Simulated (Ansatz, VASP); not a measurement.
# Cu16H (Cu(100)): VASP beside Ansatz, part 2 of 2

Wanted: the spread between two codes on one cell, functional and k mesh. The structure shown is the end of the VASP relaxation below.

VASP 6.6.1 and Ansatz 0.2.0.

So far: The starting structure; VASP: relaxation, RPBE.

### 3. Ansatz: single point, RPBE

Level of this step: Ansatz beside VASP: Kohn-Sham DFT, plane waves, RPBE (Ansatz).

Ansatz runs on its default PAW (the set named soft_2) files.

The same cell, functional, mesh and smearing now go to Ansatz, which takes its cutoff from its data sets.

input.yaml

```yaml
crystal:
  lattice:
    - [5.19263749, 0.0, 0.0]
    - [0.0, 5.19263749, 0.0]
    - [0.0, 0.0, 20.50762377]
  atoms:
    - { symbol: Cu, position: [0.25, 0.25, 0.36571765] }
    - { symbol: Cu, position: [0.75, 0.25, 0.36571765] }
    - { symbol: Cu, position: [0.25, 0.75, 0.36571765] }
    - { symbol: Cu, position: [0.75, 0.75, 0.36571765] }
    - { symbol: Cu, position: [0.0, 0.0, 0.45523922] }
    - { symbol: Cu, position: [0.5, 0.0, 0.45523922] }
    - { symbol: Cu, position: [0.0, 0.5, 0.45523922] }
    - { symbol: Cu, position: [0.5, 0.5, 0.45523922] }
    - { symbol: Cu, position: [0.24966949, 0.24966949, 0.54546211] }
    - { symbol: Cu, position: [0.75033051, 0.24966949, 0.54546211] }
    - { symbol: Cu, position: [0.24966949, 0.75033051, 0.54546211] }
    - { symbol: Cu, position: [0.75033051, 0.75033051, 0.54546211] }
    - { symbol: Cu, position: [0.0, 0.0, 0.63471469] }
    - { symbol: Cu, position: [0.5, 0.0, 0.63443056] }
    - { symbol: Cu, position: [0.0, 0.5, 0.63443056] }
    - { symbol: Cu, position: [0.5, 0.5, 0.63132174] }
    - { symbol: H, position: [0.0, 0.0, 0.70912135] }
hamiltonian:
  xc: rpbe
  pseudopotentials: { kind: paw }
kpoints:
  mp_grid: { grid: [5, 5, 1] }
scf:
  occupations: { method: methfessel_paxton, width: 0.15 }
  n_extra_bands: 8
efield:
  axis: 3
  dipole_correction: true
  ramp_width: 0.04
output:
  forces: true
  eigenvalues: true
  write_density: true
  write_potential: true
  elf: true
  volumetric_format: npy
```

Started as:

```bash
$ ansatz run input.yaml --threads 8 --pin off --max-ram 18432MiB --backend cpu --events-out ev --progress --plain --runs-dir out
```

Numbers of over 12 decimals in the logs are rounded to 6 here.

The log of the run:

```text
scf.n_extra_bands = 8 over 153 filled bands (N_el = 305.0): the run solves 161 bands
Engine: ansatz 0.2.0, aarch64-unknown-linux-gnu
Pseudopotentials: kind: paw
Pseudopotential: Cu, paw, valence charge 19, recommended cutoff 420 eV (normal), Cu.paw.azcp
Pseudopotential: H, paw, valence charge 1, recommended cutoff 420 eV (normal), H.paw.azcp
Functional definition: RPBE
  parameter kappa = 0.804
  parameter beta = 0.066725
  exchange = rpbe_x(kappa = kappa, mu = beta*pi^2/3)
  correlation = pbe_c(beta = beta)
Crystal: 17 atoms, lattice volume = 552.957 Å³
Basis set: ecut = 420 eV, 10861 PW (Γ), exchange–correlation on 72×72×288 points (8 copies of the dense FFT grid, shifted against one another)
Bands: 161, of which v1, the nominal top of the filled ones, is band 153 counted from 1 (152 counted from 0)
Symmetry: 8 space group operations
Space group: P4mm (ITA 99), of the structure as read, at distance tolerance 8.2e-5 Å
k-points: 6 of 25
Non-local potential: Cu, projectors of the file, l = 0: 3, l = 1: 2, l = 2: 3, l = 3: 1
Non-local potential: H, projectors of the file, l = 0: 2, l = 1: 1
PAW form: soft (Blöchl's): semilocal exchange-correlation on the pseudo side does not see the compensation charge
PAW frozen core: Cu, regenerated for the run's functional, and the local potential with it (the file was generated under x = pbe(κ = 0.804, μ = 0.219515), c = pbe(β = 0.066725))
PAW one-centre angular grid: Cu, 590 points (default); XC on 64 Gauss nodes
PAW one-centre angular grid: H, 110 points (default); XC on 64 Gauss nodes
Initial density: superposition of atomic densities (neutral atoms: chi_scale 0, normalization atom), corrected by the library's trained network
Initial wavefunctions: pseudopotential atomic-orbital guess
Functional: x = rpbe, c = pbe(β = 0.066725)
SCF iter   1: F=—  HF=-106097.065386 eV  |F-HF|=—  |Δ(HF+E_count)|=         —  Δρ=6.75e-3  dr2=1.54e-1  ethr=1.77e-3  p=-0.095 e·Å  D=-3.10e-2 V/Å  ΔV_dip=0.64 eV  dr2_dipole=1.76e-3  V_vac-E_F(+/−)=4.96/4.33 eV  ⟨swp⟩=6.3  Hψ=3895  notcnv=0
efield: sawtooth ramp at fractional position 0.0174 (placed from the atoms, in the widest stretch of the axis that holds none; the zero of the levels goes with the place), width 0.0400; the density the first Hamiltonian is built on has a dipole p = -0.095 e·Å; the dipole correction subtracts the counter field D = -3.10e-2 V/Å, which shifts the + side's vacuum level by +0.64 eV against the − side's; the planar-averaged density in the ramp window peaks in size at 6.6e-5 e/Å³
preconditioner: auto → LDOS  [insulator: Δε(μ)=0.116 eV  Ē_g=4.412 eV  σ=0.150 eV  W_gap=0.50  n_scr=132 (ndim 8)  ℏωp=21.0 eV  f_vac=0.582  D(μ)=5.33/eV (n_scr^D=20)  ε∞_Penn≈23.7  β→1.0]
SCF iter   2: F=—  HF=-106097.335365 eV  |F-HF|=—  |Δ(HF+E_count)|=   2.70e-1  S|Δr|=    0.00e0  Δρ=2.03e-2  dr2=1.31e0  ethr=5.05e-5  p=-0.090 e·Å  D=-2.95e-2 V/Å  ΔV_dip=0.60 eV  dr2_dipole=4.52e-3  V_vac-E_F(+/−)=4.78/4.17 eV  ⟨swp⟩=3.0  Hψ=2262  notcnv=0  defer=9
SCF iter   3: F=—  HF=-106097.057820 eV  |F-HF|=—  |Δ(HF+E_count)|=   2.78e-1  S|Δr|=    0.00e0  Δρ=2.42e-3  dr2=1.87e-2  ethr=5.05e-5  p=-0.089 e·Å  D=-2.90e-2 V/Å  ΔV_dip=0.60 eV  dr2_dipole=1.02e-4  V_vac-E_F(+/−)=4.89/4.29 eV  ⟨swp⟩=2.5  Hψ=1923  notcnv=0  defer=9
SCF iter   4: F=—  HF=-106097.054546 eV  |F-HF|=—  |Δ(HF+E_count)|=   3.27e-3  S|Δr|=    0.00e0  Δρ=1.39e-3  dr2=6.68e-3  ethr=6.12e-6  p=-0.091 e·Å  D=-2.97e-2 V/Å  ΔV_dip=0.61 eV  dr2_dipole=7.14e-5  V_vac-E_F(+/−)=4.88/4.27 eV  ⟨swp⟩=2.0  Hψ=2048  notcnv=0
SCF iter   5: F=—  HF=-106097.053332 eV  |F-HF|=—  |Δ(HF+E_count)|=   1.21e-3  S|Δr|=    0.00e0  Δρ=1.39e-4  dr2=1.97e-4  ethr=2.19e-6  p=-0.090 e·Å  D=-2.96e-2 V/Å  ΔV_dip=0.61 eV  dr2_dipole=3.41e-5  V_vac-E_F(+/−)=4.88/4.27 eV  ⟨swp⟩=2.0  Hψ=1475  notcnv=0
SCF iter   6: F=—  HF=-106097.053397 eV  |F-HF|=—  |Δ(HF+E_count)|=   6.56e-5  S|Δr|=    0.00e0  Δρ=1.77e-4  dr2=1.26e-4  ethr=6.45e-8  p=-0.091 e·Å  D=-2.97e-2 V/Å  ΔV_dip=0.61 eV  dr2_dipole=5.03e-6  V_vac-E_F(+/−)=4.88/4.27 eV  ⟨swp⟩=3.0  Hψ=1844  notcnv=0
SCF iter   7: F=—  HF=-106097.053377 eV  |F-HF|=—  |Δ(HF+E_count)|=   2.06e-5  S|Δr|=    0.00e0  Δρ=6.16e-5  dr2=1.86e-5  ethr=4.14e-8  p=-0.091 e·Å  D=-2.97e-2 V/Å  ΔV_dip=0.61 eV  dr2_dipole=2.29e-6  V_vac-E_F(+/−)=4.88/4.27 eV  ⟨swp⟩=2.0  Hψ=1505  notcnv=0
SCF iter   8: F=—  HF=-106097.053534 eV  |F-HF|=—  |Δ(HF+E_count)|=   1.57e-4  S|Δr|=    0.00e0  Δρ=2.36e-5  dr2=2.98e-6  ethr=6.11e-9  p=-0.091 e·Å  D=-2.97e-2 V/Å  ΔV_dip=0.61 eV  dr2_dipole=2.71e-7  V_vac-E_F(+/−)=4.88/4.27 eV  ⟨swp⟩=2.0  Hψ=1839  notcnv=0
SCF iter   9: F=—  HF=-106097.053536 eV  |F-HF|=—  |Δ(HF+E_count)|=   2.04e-6  S|Δr|=    0.00e0  Δρ=1.81e-5  dr2=1.52e-6  ethr=9.76e-10  p=-0.091 e·Å  D=-2.98e-2 V/Å  ΔV_dip=0.61 eV  dr2_dipole=1.62e-7  V_vac-E_F(+/−)=4.88/4.27 eV  ⟨swp⟩=2.2  Hψ=1494  notcnv=0
SCF iter  10: F=—  HF=-106097.053537 eV  |F-HF|=—  |Δ(HF+E_count)|=   4.76e-7  S|Δr|=    0.00e0  Δρ=6.15e-6  dr2=1.98e-7  ethr=5.00e-10  p=-0.091 e·Å  D=-2.98e-2 V/Å  ΔV_dip=0.61 eV  dr2_dipole=3.22e-8  V_vac-E_F(+/−)=4.88/4.26 eV  ⟨swp⟩=2.0  Hψ=1468  notcnv=0
SCF iter  11: F=-106097.053537 eV  HF=-106097.053537 eV  |F-HF|=2.10e-7  |Δ(HF+E_count)|=   5.35e-7  S|Δr|=    0.00e0  Δρ=3.60e-6  dr2=5.24e-8  ethr=3.28e-11  p=-0.091 e·Å  D=-2.98e-2 V/Å  ΔV_dip=0.61 eV  dr2_dipole=6.27e-9  V_vac-E_F(+/−)=4.88/4.26 eV  ⟨swp⟩=14.5  Hψ=8766  notcnv=0
SCF 1 converged in 11 iterations: F = -106097.053537 eV  dr2 = 5.24e-8
  greatest PAW one-centre occupation: 1.000 electrons in one spin orbital (limit 2), on the Cu atom at site 14 (counted from 0), in its partial waves of l = 0
WARN: The input density's exchange-correlation potential varies sharply where the density is thin. Do not read a vacuum level from v_tot or v_xc, or from such a field of the output density. On a cell that repeats whose density bears no net charge and no dipole along the vacuum's axis use v_es (v_loc + v_h of the components); under efield.dipole_correction with no amplitude use v_es + v_field, which holds any external [...]
SCF converged after 11 iterations
Stability not checked: this state was not tested for a lower state beside it, because cold or Methfessel-Paxton smearing, or corrected tetrahedra, fill the levels in a way that the test cannot read (fill_not_monotonic; see scf.lower_state_search)
Free energy (F): -106097.053537 eV
Harris-Foulkes:  -106097.053537 eV  (|F-HF|=2.10e-7)
Internal energy: -106097.050414 eV  (E = F + TS)
E sigma→0 (E₀):  -106097.052757 eV
Entropy (-TS):   -0.003124 eV (-0.184 meV/atom)
Fermi energy:    2.853008 eV
Dipole field:    D = -0.029870 V/Å  (p = -0.091279 e·Å, saw-weighted, corrected)
Work function:   Φ+ = 4.8767 eV   Φ− = 4.2641 eV
Levels:          The Fermi level and band energies are counted from a zero that moves with the ramp; work functions are not
--- Per-component energies (eV) ---
  E_band       = -9899.951819
  E_kinetic    = 4795.268325
  E_local      = -515919.314553  (includes V_loc(G=0)·N_el)
  E_nonlocal   = 6274.494822
  E_hartree    = 252043.868915
  E_xc         = -1425.076006
  E_vxc        = -1833.979046  (∫ρ·V_xc dr)
  E_paw        = -26731.830403  (= ΣΔE_a)
  E_vpaw       = -7297.334120  (= ΣTr[D̂ρ^β])
  E_aug_tail   = 0.003653  (compensation charges beyond the density's cutoff)
  E_efield     = 0.001363  (sawtooth field / dipole correction)
  E_vefield    = -6.853760  (∫n·V_field dr)
  E_ewald      = 174866.209649
  E_core_change = -0.676178  (= ΣΔE_core)
  E_smearing   = -0.003124  (= −TS)
  E_closure    = -0.000000  (closes the sum)
  Σ components = -106097.053537   (vs F -106097.053537, Δ=0.00e0)
--- Forces (eV/Å), atoms counted from 1 ---
  atom   1  Cu     0.02924528     0.02924528     0.20166238
  atom   2  Cu    -0.02924528     0.02924528     0.20166238
  atom   3  Cu     0.02924528    -0.02924528     0.20166238
  atom   4  Cu    -0.02924528    -0.02924528     0.20166238
  atom   5  Cu     0.00000000     0.00000000    -0.15813024
  atom   6  Cu    -0.00000000     0.00000000    -0.17441427
  atom   7  Cu    -0.00000000     0.00000000    -0.17441427
  atom   8  Cu     0.00000000     0.00000000    -0.26210246
  atom   9  Cu    -0.00429350    -0.00429350     0.01357330
  atom  10  Cu     0.00429350    -0.00429350     0.01357330
  atom  11  Cu    -0.00429350     0.00429350     0.01357330
  atom  12  Cu     0.00429350     0.00429350     0.01357330
  atom  13  Cu     0.00000000     0.00000000     0.04629477
  atom  14  Cu    -0.00000000     0.00000000    -0.02692580
  atom  15  Cu    -0.00000000     0.00000000    -0.02692580
  atom  16  Cu    -0.00000000     0.00000000    -0.03653545
  atom  17  H      0.00000000     0.00000000    -0.04781181
  max |Σ_I F_I| component: 2.26e-5 eV/Å
--- Band table (eV; the first three rows and the last of 6) ---
  k-point 0: bands = [... 149 lower, 2.5204, 2.5251, 2.5251, 2.8124, 2.8166, 2.8166, 2.8173, 3.3141, ... 4 higher]
  k-point 1: bands = [... 149 lower, 2.0509, 2.7417, 2.7645, 2.9452, 3.1959, 3.2014, 3.7303, 4.4528, ... 4 higher]
  k-point 2: bands = [... 149 lower, 1.9751, 2.8419, 3.2142, 3.2253, 3.8742, 3.8908, 4.0959, 4.1550, ... 4 higher]
  k-point 5: bands = [... 149 lower, 1.5794, 1.7282, 2.0324, 2.3676, 2.7438, 3.1763, 3.6925, 4.2886, ... 4 higher]
```

It took 26 s on 8 threads of Arm Neoverse N1, shared host; peak memory 2.6 GiB.

### 4. Differences

Known differences besides the potentials themselves: the data sets hold 305 valence electrons in Ansatz (default PAW (the set named soft_2) files) and 177 in VASP; the cutoff is 420 eV in Ansatz and 330 eV in VASP (PREC = Normal, projectors in real space); Ansatz makes its cores anew for this functional, VASP keeps those of its PBE data sets. Total energies have different zeros and are not compared.

Forces on 10 of the 17 atoms, those with the largest forces and the largest differences (eV/Å; atoms numbered as in POSCAR):

| atom | Ansatz x, y, z | VASP x, y, z |
| --- | --- | --- |
| Cu1 | 0.029, 0.029, 0.202 | 0.030, 0.030, 0.184 |
| Cu2 | -0.029, 0.029, 0.202 | -0.030, 0.030, 0.184 |
| Cu3 | 0.029, -0.029, 0.202 | 0.030, -0.030, 0.184 |
| Cu4 | -0.029, -0.029, 0.202 | -0.030, -0.030, 0.184 |
| Cu6 | 0.000, 0.000, -0.174 | 0.000, 0.000, -0.177 |
| Cu7 | 0.000, 0.000, -0.174 | 0.000, 0.000, -0.177 |
| Cu8 | 0.000, 0.000, -0.262 | 0.000, 0.000, -0.258 |
| Cu13 | 0.000, 0.000, 0.046 | 0.000, 0.000, 0.025 |
| Cu16 | 0.000, 0.000, -0.037 | 0.000, 0.000, 0.003 |
| H17 | 0.000, 0.000, -0.048 | 0.000, 0.000, 0.002 |

The forces differ by 12 meV/Å r.m.s., which is 15.3 % of the r.m.s. force of 0.08 eV/Å (both taken over all components, held atoms included).

### 5. Results

| Property | Result |
| --- | --- |
| r.m.s. force difference (single point, RPBE) | 12 meV/Å |

What this shows: The r.m.s. force difference is 12 meV/Å (single point, RPBE), at about the 12 meV/Å picked in this series as the mark of a large difference. Such differences can come from data sets, numerical settings and the points named under the comparisons, not from the functional's error against experiment.

[Lines on the potential files, build, host, timing and source positions are cut from VASP's logs without a mark.]

[Logs are printed without paths, hosts, clocks, repeated set-up lines and the standing remarks that a program may print on its own settings, such as how far it seeks lower states.]

[Hosts, paths, dates, database ids (printed as entryN), source tags and the programs' standing remarks are cut or masked in the printed files.]
